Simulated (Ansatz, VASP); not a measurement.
## CeSb: VASP beside Ansatz

Aim: how closely do two programs agree when they are given the same cell, functional and k mesh? The cell comes out of the VASP series on this material, whose earlier steps may have relaxed, scaled or displaced it; both programs get it as it stands.

Method: plane waves, with VASP 6.6.1 beside it; band structure at r2SCAN, DFT+U and single point at r2SCAN, DFT+U, in Ansatz 0.2.0.

In doubt: a part-filled 4f shell, where there is one, can sit in one of many states, so energies may not be the lowest and differences between runs may mislead; derivatives with an open 4f shell can jump between states, which bears on forces and vibrations.

## Step 1: Set-up

The structure is cubic, space group Fm-3m (No. 225). The conventional cell has a = 6.348 Å, b = 6.348 Å, c = 6.348 Å, α = 90.00°, β = 90.00°, γ = 90.00°. Nearest to Ce lie 6 Sb at 3.17 Å. Sb has 6 Ce at 3.17 Å nearest. Farther neighbours are not listed.

As a file:

```cif
data_structure
_symmetry_space_group_name_H-M 'P 1'
_symmetry_Int_Tables_number 1
_cell_length_a 4.4885
_cell_length_b 4.4885
_cell_length_c 4.4885
_cell_angle_alpha 60.000
_cell_angle_beta 60.000
_cell_angle_gamma 60.000
_cell_volume 63.94
loop_
_atom_site_label
_atom_site_type_symbol
_atom_site_fract_x
_atom_site_fract_y
_atom_site_fract_z
_atom_site_occupancy
Ce1 Ce 0.00000 0.00000 0.00000 1
Sb2 Sb 0.50000 0.50000 0.50000 1
```

## Step 2: VASP: band structure, r2SCAN, DFT+U

Levels along a path test the potential and the projectors away from the mesh points.

Lines of VASP's logs that name or quote its potential files are left out, and so is its time.

Contents of INCAR:

```
SYSTEM = CeSb
PREC = Accurate
ENCUT = 400
EDIFF = 1E-06
NELM = 100
ISMEAR = 0
SIGMA = 0.05
LREAL = .FALSE.
ALGO = Normal
METAGGA = R2SCAN
LASPH = .TRUE.
NBANDS = 21
ISPIN = 2
MAGMOM = 0.761 -0.037
LDAU = .TRUE.
LDAUTYPE = 2
LDAUL = 3 -1
LDAUU = 7 0
LDAUJ = 0 0
LDAUPRINT = 1
LMAXMIX = 6
LORBIT = 11
LWAVE = .FALSE.
LCHARG = .FALSE.
KPAR = 2
```

Contents of POSCAR:

```
CeSb
1.0
    0.0000000000      3.1738509633      3.1738509633
    3.1738509633      0.0000000000      3.1738509633
    3.1738509633      3.1738509633      0.0000000000
Ce Sb
1 1
Direct
    0.0000000000      0.0000000000      0.0000000000
    0.5000000000      0.5000000000      0.5000000000
```

Contents of KPOINTS:

```
Automatic mesh
0
Gamma
6 6 6
0 0 0
```

Contents of KPOINTS_OPT:

```
Line mode
16
Line-mode
Reciprocal
  0.00000000   0.00000000   0.00000000 GAMMA
  0.50000000   0.00000000   0.50000000 X

  0.50000000   0.00000000   0.50000000 X
  0.50000000   0.25000000   0.75000000 W

  0.50000000   0.25000000   0.75000000 W
  0.37500000   0.37500000   0.75000000 K

  0.37500000   0.37500000   0.75000000 K
  0.00000000   0.00000000   0.00000000 GAMMA

  0.00000000   0.00000000   0.00000000 GAMMA
  0.50000000   0.50000000   0.50000000 L

  0.50000000   0.50000000   0.50000000 L
  0.62500000   0.25000000   0.62500000 U

  0.62500000   0.25000000   0.62500000 U
  0.50000000   0.25000000   0.75000000 W

  0.50000000   0.25000000   0.75000000 W
  0.50000000   0.50000000   0.50000000 L

  0.50000000   0.50000000   0.50000000 L
  0.37500000   0.37500000   0.75000000 K

  0.62500000   0.25000000   0.62500000 U
  0.50000000   0.00000000   0.50000000 X
```

The projector-augmented-wave data sets are Ce and Sb (PBE family, release 64).

Started as:

```sh
mpirun -np 2 vasp_std
```

Numbers of over 12 decimals in the logs are rounded to 6 here.

Log:

```text
[banner, memory and clock lines left out]
running    2 mpi-ranks, on    1 nodes
 distrk:  each k-point on    1 cores,    2 groups
 distr:  one band on    1 cores,    1 groups

 POSCAR found type information on POSCAR CeSb
 POSCAR found :  2 types and       2 ions
|                                                                             |
|               ----> ADVICE to this user running VASP <----                  |
|                                                                             |
|     You enforced a specific xc type in the INCAR file but a different       |
|     [... a line on the potential file left out ...]
|     I HOPE YOU KNOW WHAT YOU ARE DOING!                                     |
|                                                                             |

 LDA part: xc-table for (None), standard interpolation
 POSCAR, INCAR and KPOINTS ok, starting setup
 FFT: planning ... GRIDC
 FFT: planning ... GRID_SOFT
 FFT: planning ... GRID
 WAVECAR not read
 entering main loop
       N       E                     dE             d eps       ncg     rms          rms(c)
DAV:   1     0.857670909972E+02    0.85767E+02   -0.51064E+03  1344   0.653E+02
DAV:   2    -0.463298228605E+02   -0.13210E+03   -0.11552E+03  1614   0.159E+02
DAV:   3    -0.618659388891E+02   -0.15536E+02   -0.15259E+02  1658   0.675E+01
DAV:   4    -0.623622144447E+02   -0.49628E+00   -0.49441E+00  1896   0.115E+01
DAV:   5    -0.623852557913E+02   -0.23041E-01   -0.23009E-01  2219   0.190E+00    0.844E+00
DAV:   6    -0.563175814508E+02    0.60677E+01   -0.57299E+00  1661   0.132E+01    0.273E+00
DAV:   7    -0.563807762718E+02   -0.63195E-01   -0.94162E-01  1748   0.506E+00    0.248E+00
DAV:   8    -0.568605499602E+02   -0.47977E+00   -0.33058E+00  1730   0.702E+00    0.810E+00
DAV:   9    -0.570275648798E+02   -0.16701E+00   -0.20241E-01  2120   0.304E+00    0.847E+00
DAV:  10    -0.569079854252E+02    0.11958E+00   -0.54842E-02  1748   0.202E+00    0.665E+00
DAV:  11    -0.568109758922E+02    0.97010E-01   -0.31051E-02  1928   0.116E+00    0.544E+00
DAV:  12    -0.566932121312E+02    0.11776E+00   -0.75317E-02  1669   0.203E+00    0.385E+00
DAV:  13    -0.565741876234E+02    0.11902E+00   -0.38032E-01  1760   0.429E+00    0.661E-01
DAV:  14    -0.565814535126E+02   -0.72659E-02   -0.47827E-02  1949   0.858E-01    0.277E-01
DAV:  15    -0.565828496193E+02   -0.13961E-02   -0.15442E-03  2025   0.207E-01    0.262E-01
DAV:  16    -0.565836115808E+02   -0.76196E-03   -0.19501E-04  2195   0.736E-02    0.243E-01
DAV:  17    -0.565848028086E+02   -0.11912E-02   -0.44689E-03  1718   0.275E-01    0.512E-01
DAV:  18    -0.565845253970E+02    0.27741E-03   -0.29716E-03  1640   0.375E-01    0.190E-01
DAV:  19    -0.565844914435E+02    0.33954E-04   -0.26716E-04  2035   0.904E-02    0.109E-01
DAV:  20    -0.565844942903E+02   -0.28469E-05   -0.15579E-05  1917   0.160E-02    0.985E-02
DAV:  21    -0.565844567995E+02    0.37491E-04   -0.83826E-05  1636   0.395E-02    0.334E-02
DAV:  22    -0.565844663276E+02   -0.95281E-05   -0.13678E-05  2259   0.225E-02    0.246E-02
DAV:  23    -0.565844662373E+02    0.90294E-07   -0.17681E-06  1281   0.876E-03
   1 F= -.56584466E+02 E0= -.56578823E+02  d E =-.112864E-01  mag=     0.8366
 Start KPOINTS_OPT (optional k-point list driver)
k-point batch [1-16\160]
       N       E                     dE             ncg
DAV:   1     0.727006898744E+03   -0.28109E+04     1344
DAV:   2    -0.135184924905E+04   -0.20789E+04     1711
DAV:   3    -0.159458557864E+04   -0.24274E+03     1618
DAV:   4    -0.160166400866E+04   -0.70784E+01     1959
DAV:   5    -0.160191210195E+04   -0.24809E+00     2103
DAV:   6    -0.160191752258E+04   -0.54206E-02     1989
DAV:   7    -0.160191761442E+04   -0.91842E-04     1979
DAV:   8    -0.160191761901E+04   -0.45808E-05     1538
DAV:   9    -0.160191761921E+04   -0.20151E-06      932
[...]
k-point batch [145-160\160]
       N       E                     dE             ncg
DAV:   1     0.514029289512E+03   -0.69985E+04     1352
DAV:   2    -0.138537667919E+04   -0.18994E+04     1685
DAV:   3    -0.164080036732E+04   -0.25542E+03     1624
DAV:   4    -0.164740903721E+04   -0.66087E+01     1846
DAV:   5    -0.164792535756E+04   -0.51632E+00     2201
DAV:   6    -0.164793216739E+04   -0.68098E-02     1871
DAV:   7    -0.164793240092E+04   -0.23352E-03     2150
DAV:   8    -0.164793240891E+04   -0.79899E-05     1401
DAV:   9    -0.164793240916E+04   -0.25048E-06      907
```

From OUTCAR (step 2):

```text
ion  position               nearest neighbor table
   1  0.000  0.000  0.000-   2 3.17   2 3.17   2 3.17   2 3.17   2 3.17   2 3.17
   2  0.500  0.500  0.500-   1 3.17   1 3.17   1 3.17   1 3.17   1 3.17   1 3.17

  LATTYP: Found a face centered cubic cell.
 ALAT       =     6.3477019266

 Subroutine GETGRP returns: Found 48 space group operations
 (whereof 48 operations were pure point group operations)

The static configuration has the point symmetry O_h .

 Found     16 irreducible k-points:

   k-points           NKPTS =     16   k-points in BZ     NKDIM =     16   number of bands    NBANDS=     21

   dimension x,y,z NGX =    30 NGY =   30 NGZ =   30
   dimension x,y,z NGXF=    60 NGYF=   60 NGZF=   60

   ENCUT  =  400.0 eV  29.40 Ry    5.42 a.u.   7.32  7.32  7.32*2*pi/ulx,y,z

   NELECT =      17.0000    total number of electrons

 k-points in reciprocal lattice and weights: Automatic mesh
   0.00000000  0.00000000  0.00000000       0.005
   0.16666667  0.00000000  0.00000000       0.037
   0.33333333  0.00000000  0.00000000       0.037
   0.50000000  0.00000000  0.00000000       0.019
   0.16666667  0.16666667  0.00000000       0.028
   0.33333333  0.16666667  0.00000000       0.111
   0.50000000  0.16666667  0.00000000       0.111
  -0.33333333  0.16666667  0.00000000       0.111
  -0.16666667  0.16666667  0.00000000       0.056
[...]
-0.33333333  0.33333333  0.16666667       0.111
  -0.33333333  0.50000000  0.16666667       0.056

atom =   1  type =  1  l = 3

 onsite density matrix

spin component  1

  0.1516 -0.0000  0.1142 -0.0000  0.0000 -0.0000 -0.0000
 -0.0000  0.0037 -0.0000  0.0000 -0.0000  0.0000 -0.0000
  0.1142 -0.0000  0.0926 -0.0000 -0.0000 -0.0000 -0.0000
 -0.0000  0.0000 -0.0000  0.2400 -0.0000 -0.0000 -0.0000
  0.0000 -0.0000 -0.0000 -0.0000  0.0926  0.0000 -0.1142
 -0.0000  0.0000 -0.0000 -0.0000  0.0000  0.0041 -0.0000
 -0.0000 -0.0000 -0.0000 -0.0000 -0.1142 -0.0000  0.1516

spin component  2

  0.0073  0.0000  0.0028 -0.0000  0.0000  0.0000 -0.0000
  0.0000  0.0006  0.0000 -0.0000 -0.0000 -0.0000 -0.0000
  0.0028  0.0000  0.0058 -0.0000 -0.0000  0.0000 -0.0000
 -0.0000 -0.0000 -0.0000  0.0095 -0.0000 -0.0000 -0.0000
  0.0000 -0.0000 -0.0000 -0.0000  0.0058  0.0000 -0.0028
  0.0000 -0.0000  0.0000 -0.0000  0.0000  0.0036  0.0000
 -0.0000 -0.0000 -0.0000 -0.0000 -0.0028  0.0000  0.0073

 occupancies and eigenvectors

  o =  0.0006  v =  0.0000  0.0000  0.0000  0.0000  0.0000  0.0000  0.0000  0.0000 -1.0000  0.0000 -0.0000 -0.0000 -0.0000 -0.0000      0.0000  0.0000  0.0000  0.0000  0.0000  0.0000  0.0000  0.0000  0.0000  0.0000  0.0000  0.0000  0.0000  0.0000
  o =  0.0036  v =  0.0000  0.0000  0.0000  0.0000  0.0000  0.0000  0.0000  0.0038  0.0000 -0.0049 -0.0000 -0.7906  0.0018 -0.6124      0.0000  0.0000  0.0000  0.0000  0.0000  0.0000  0.0000  0.0000  0.0000  0.0000  0.0000  0.0000  0.0000  0.0000
  o =  0.0036  v =  0.0000  0.0000  0.0000  0.0000  0.0000  0.0000  0.0000 -0.6124  0.0000  0.7906 -0.0000 -0.0049  0.0019 -0.0038      0.0000  0.0000  0.0000  0.0000  0.0000  0.0000  0.0000  0.0000  0.0000  0.0000  0.0000  0.0000  0.0000  0.0000
  o =  0.0036  v =  0.0000  0.0000  0.0000  0.0000  0.0000  0.0000  0.0000 -0.0012  0.0000  0.0015 -0.0000 -0.0015 -1.0000 -0.0011      0.0000  0.0000  0.0000  0.0000  0.0000  0.0000  0.0000  0.0000  0.0000  0.0000  0.0000  0.0000  0.0000  0.0000
  o =  0.0037  v = -0.0000 -1.0000  0.0000  0.0000 -0.0000  0.0000 -0.0000  0.0000  0.0000  0.0000  0.0000  0.0000  0.0000  0.0000      0.0000  0.0000  0.0000  0.0000  0.0000  0.0000  0.0000  0.0000  0.0000  0.0000  0.0000  0.0000  0.0000  0.0000
  o =  0.0041  v =  0.0001  0.0000 -0.0001  0.0000 -0.0002  1.0000 -0.0002  0.0000  0.0000  0.0000  0.0000  0.0000  0.0000  0.0000      0.0000  0.0000  0.0000  0.0000  0.0000  0.0000  0.0000  0.0000  0.0000  0.0000  0.0000  0.0000  0.0000  0.0000
  o =  0.0041  v =  0.0177  0.0000 -0.0229  0.0000 -0.7902 -0.0003 -0.6121  0.0000  0.0000  0.0000  0.0000  0.0000  0.0000  0.0000      0.0000  0.0000  0.0000  0.0000  0.0000  0.0000  0.0000  0.0000  0.0000  0.0000  0.0000  0.0000  0.0000  0.0000
  o =  0.0041  v =  0.6121 -0.0000 -0.7902  0.0000  0.0229 -0.0001  0.0177  0.0000  0.0000  0.0000  0.0000  0.0000  0.0000  0.0000      0.0000  0.0000  0.0000  0.0000  0.0000  0.0000  0.0000  0.0000  0.0000  0.0000  0.0000  0.0000  0.0000  0.0000
  o =  0.0095  v =  0.0000  0.0000  0.0000  0.0000  0.0000  0.0000  0.0000  0.0015 -0.0000  0.0012  1.0000  0.0009 -0.0000 -0.0011      0.0000  0.0000  0.0000  0.0000  0.0000  0.0000  0.0000  0.0000  0.0000  0.0000  0.0000  0.0000  0.0000  0.0000
  o =  0.0095  v =  0.0000  0.0000  0.0000  0.0000  0.0000  0.0000  0.0000  0.0428 -0.0000  0.0331  0.0013 -0.6115 -0.0000  0.7894      0.0000  0.0000  0.0000  0.0000  0.0000  0.0000  0.0000  0.0000  0.0000  0.0000  0.0000  0.0000  0.0000  0.0000
  o =  0.0095  v =  0.0000  0.0000  0.0000  0.0000  0.0000  0.0000  0.0000 -0.7894 -0.0000 -0.6115  0.0020 -0.0331 -0.0000  0.0428      0.0000  0.0000  0.0000  0.0000  0.0000  0.0000  0.0000  0.0000  0.0000  0.0000  0.0000  0.0000  0.0000  0.0000
  o =  0.2400  v =  0.0000  0.0000  0.0000  0.9999 -0.0094  0.0000  0.0121  0.0000  0.0000  0.0000  0.0000  0.0000  0.0000  0.0000      0.0000  0.0000  0.0000  0.0000  0.0000  0.0000  0.0000  0.0000  0.0000  0.0000  0.0000  0.0000  0.0000  0.0000
  o =  0.2400  v =  0.7906  0.0000  0.6124 -0.0000  0.0000 -0.0000 -0.0000  0.0000  0.0000  0.0000  0.0000  0.0000  0.0000  0.0000      0.0000  0.0000  0.0000  0.0000  0.0000  0.0000  0.0000  0.0000  0.0000  0.0000  0.0000  0.0000  0.0000  0.0000
  o =  0.2400  v = -0.0000 -0.0000  0.0000  0.0153  0.6123  0.0000 -0.7905  0.0000  0.0000  0.0000  0.0000  0.0000  0.0000  0.0000      0.0000  0.0000  0.0000  0.0000  0.0000  0.0000  0.0000  0.0000  0.0000  0.0000  0.0000  0.0000  0.0000  0.0000

 average (electrostatic) potential at core
       1 -84.7158       2 -89.7798

 E-fermi :   7.2304

 spin component 1
 k-point     1 :       0.0000    0.0000    0.0000
  band No.  band energies     occupation
    ...
      4     -12.2620      1.00000
      5      -3.0612      1.00000
      6       6.2884      1.00000
      7       6.2884      1.00000
      8       6.2884      1.00000
      9       7.6121      0.00000
     10       7.6121      0.00000
     11       7.6121      0.00000
     12       8.1481      0.00000
     13       8.1481      0.00000
    ...

 k-point     2 :       0.1667    0.0000    0.0000
  band No.  band energies     occupation
    ...
      4     -12.2643      1.00000
      5      -2.7415      1.00000
      6       5.2836      1.00000
      7       5.6684      1.00000
      8       5.6684      1.00000
      9       7.2724      0.11745
     10       7.4585      0.00000
     11       7.4586      0.00000
     12       8.0275      0.00000
     13       8.0275      0.00000
    ...

 k-point     3 :       0.3333    0.0000    0.0000
  band No.  band energies     occupation
    ...
      5      -1.9976      1.00000
      6       3.6047      1.00000
      7       4.8035      1.00000
      8       4.8035      1.00000
      9       7.2011      0.79584
     10       7.3391      0.00105
     11       7.3392      0.00104
     12       8.7813      0.00000
     13       8.7920      0.00000
     14       8.7920      0.00000
    ...

 k-point     4 :       0.5000    0.0000    0.0000
  band No.  band energies     occupation
    ...
      5      -1.5276      1.00000
      6       2.8088      1.00000
      7       4.4755      1.00000
      8       4.4755      1.00000
      9       7.2185      0.63116
     10       7.3190      0.00610
     11       7.3190      0.00608
     12       8.9138      0.00000
     13       9.2241      0.00000
     14       9.2242      0.00000
    ...

 k-point     5 :       0.1667    0.1667    0.0000
  band No.  band energies     occupation
    ...
      5      -2.6859      1.00000
      6       4.6759      1.00000
      7       6.0260      1.00000
      8       6.0260      1.00000
      9       7.0513      1.00000
     10       7.4107      0.00000
     11       7.5702      0.00000
     12       7.5702      0.00000
     13       8.3279      0.00000
     14       8.8832      0.00000
    ...

 k-point     6 :       0.3333    0.1667    0.0000
  band No.  band energies     occupation
    ...
      5      -2.2223      1.00000
      6       3.8647      1.00000
      7       5.1780      1.00000
      8       5.4507      1.00000
      9       7.0442      1.00000
     10       7.3328      0.00189
     11       7.3977      0.00000
     12       7.8093      0.00000
     13       8.9270      0.00000
     14       8.9389      0.00000
    ...

  Total        0.0530815      0.0530815      0.0530815      0.0000000      0.0000000      0.0000000
  in kB        1.3300373      1.3300373      1.3300373      0.0000000      0.0000000      0.0000000
  external PRESSURE =       1.3300373 kB  Pullay stress =       0.0000000 kB

  energy-cutoff  :      400.00
  volume of cell :       63.94
      direct lattice vectors                 reciprocal lattice vectors
     0.000000000  3.173850963  3.173850963    -0.157537328  0.157537328  0.157537328
     3.173850963  0.000000000  3.173850963     0.157537328 -0.157537328  0.157537328
     3.173850963  3.173850963  0.000000000     0.157537328  0.157537328 -0.157537328

 POSITION                                       TOTAL-FORCE (eV/Angst)
 -----------------------------------------------------------------------------------
      0.00000      0.00000      0.00000         0.000000     -0.000000     -0.000000
      3.17385      3.17385      3.17385        -0.000000      0.000000      0.000000
 -----------------------------------------------------------------------------------
    total drift:                               -0.000000      0.000000      0.000000

  FREE ENERGIE OF THE ION-ELECTRON SYSTEM (eV)
  ---------------------------------------------------
  free  energy   TOTEN  =       -56.5844662373 eV

  energy  without entropy=      -56.5731798180  energy(sigma->0) =      -56.57882303

 total charge
# of ion       s       p       d       f       tot
--------------------------------------------------
    1        2.045   5.755   0.903   0.775   9.479
    2        1.103   1.455   0.019   0.000   2.577
--------------------------------------------------
tot          3.148   7.210   0.922   0.775  12.056

 magnetization (x)
# of ion       s       p       d       f       tot
--------------------------------------------------
    1        0.001  -0.011   0.075   0.697   0.762
    2       -0.006  -0.036   0.004   0.000  -0.037
--------------------------------------------------
tot         -0.004  -0.046   0.079   0.697   0.725

[... 6 further parts left out ...]
```

Experiment finds antiferromagnetic order in this phase (below 17 K, arxiv:1611.02927), so this ferromagnetic run describes another state. Spin-orbit coupling is off here; with elements this heavy it splits and shifts levels by tenths of an eV or more. DFT+U on an f shell has many metastable occupations, and no search among them was made.

[end of part 1 of 2]

[Lines on the potential files, build, host, timing and source positions are cut from VASP's logs without a mark.]

[Logs are printed without paths, hosts, clocks, repeated set-up lines and the standing remarks that a program may print on its own settings, such as how far it seeks lower states.]

[Hosts, paths, dates, database ids (printed as entryN), source tags and the programs' standing remarks are cut or masked in the printed files.]
